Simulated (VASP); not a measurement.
An input for Quantum ESPRESSO's pw.x (written as the equivalent of a VASP run, and not itself run):

```
&CONTROL
  calculation = 'vc-relax'
  pseudo_dir = './pseudo'
  outdir = './out'
  tprnfor = .true.
  tstress = .true.
  nstep = 30
  forc_conv_thr = 0.00039
/
&SYSTEM
  ibrav = 0
  nat = 6
  ntyp = 2
  ecutwfc = 84
  occupations = 'smearing'
  smearing = 'gaussian'
  degauss = 0.003675
  input_dft = 'vdw-df-cx'
/
&ELECTRONS
  conv_thr = 7.3e-09
  electron_maxstep = 100
/
&IONS
/
&CELL
  cell_dofree = 'shape'
/
ATOMIC_SPECIES
  Sn 118.710 Sn.upf
  O 15.999 O.upf
CELL_PARAMETERS angstrom
     4.6793157    0.0000000    0.0000000
     0.0000000    4.6793157    0.0000000
     0.0000000    0.0000000    3.1607167
ATOMIC_POSITIONS crystal
  Sn   0.0000000  0.0000000  0.0000000
  Sn   0.5000000  0.5000000  0.5000000
  O    0.3061968  0.3061968  0.0000000
  O    0.8061968  0.1938032  0.5000000
  O    0.1938032  0.8061968  0.5000000
  O    0.6938032  0.6938032  0.0000000
K_POINTS automatic
  5 5 7 0 0 0
```

Task: Translate this input to VASP (INCAR, KPOINTS, POSCAR, choice of POTCAR).

Result: This is not unique; one that fits is 
**INCAR**
```
! general
SYSTEM    =  SnO2
PREC      =  Accurate
ENCUT     =  520   ! plane-wave cut-off (eV)
LREAL     =  .FALSE.
LASPH     =  .TRUE.   ! aspherical one-centre terms

! electronic loop
EDIFF     =  1E-7   ! SCF stop (eV)
NELM      =  100   ! most electronic steps
ALGO      =  Normal
LMAXMIX   =  4

! smearing
ISMEAR    =  0   ! Gaussian
SIGMA     =  0.05   ! width (eV)

! functional
GGA       =  CX
LUSE_VDW  =  .TRUE.
AGGAC     =  0.0

! ions
IBRION    =  2   ! conjugate gradients
NSW       =  30
ISIF      =  4
EDIFFG    =  -0.01   ! ionic stop

! output
LWAVE     =  .FALSE.
LCHARG    =  .FALSE.
```

**POSCAR**
```
SnO2
1
    4.6793156896     0.0000000000     0.0000000000
    0.0000000000     4.6793156896     0.0000000000
    0.0000000000     0.0000000000     3.1607167122
Sn O
2 4
Direct
  0.0000000000   0.0000000000   0.0000000000
  0.5000000000   0.5000000000   0.5000000000
  0.3061968016   0.3061968016   0.0000000000
  0.8061968016   0.1938031984   0.5000000000
  0.1938031984   0.8061968016   0.5000000000
  0.6938031984   0.6938031984   0.0000000000
```

KPOINTS:
```
K-points
0
gamma
5 5 7
0 0 0
```

POTCAR, in this order: Sn_d O (PBE.64 set). Program: vasp_std.

The two are equivalent in intent, not identical: the potentials are each code's own (VASP's PAW set, PseudoDojo norm-conserving files in pw.x), so ENCUT and ecutwfc are chosen apart and not converted; conv_thr bounds pw.x's estimated SCF error, while EDIFF bounds the energy change between steps; forc_conv_thr acts on force components and is met together with etot_conv_thr.

The compound is SnO2 in the rutile structure. This cell is one point of a volume scan, at 0.94 of the reference volume. Symmetry was kept, so distortions that lower it aren't found.
